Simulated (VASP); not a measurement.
Data:

```
CuCl
1.0
    0.00000     2.41542     2.41542
    2.41542     0.00000     2.41542
    2.41542     2.41542     0.00000
Cu Cl
1 1
Cartesian
  0.00000   0.00000   0.00000
  1.20771   1.20771   1.20771
```

All values below come from LDA (Ceperley-Alder, Perdew-Zunger), VASP's LDA PAW potentials (set 64) (plane waves; VASP 6.6.1). Numerical set-up: 500 eV cut-off, 9×9×9 Γ-centred mesh, Gaussian smearing of 0.050 eV, potentials Cu Cl.

Problem. What does the run give for the energy per atom (σ→0), pressure, band gap (on the k-mesh) with the smallest direct gap where there is one?

Solution. 
- band gap (on the k-mesh): 1.29 eV
- smallest direct gap (on the k-mesh): 1.29 eV
- energy per atom (σ→0): -3.629 eV/atom
- pressure: 30.02 GPa

Only differences to runs with the same potentials and settings are physical.

The compound is CuCl in the zinc blende structure. It was relaxed first under an external pressure of 30 GPa.
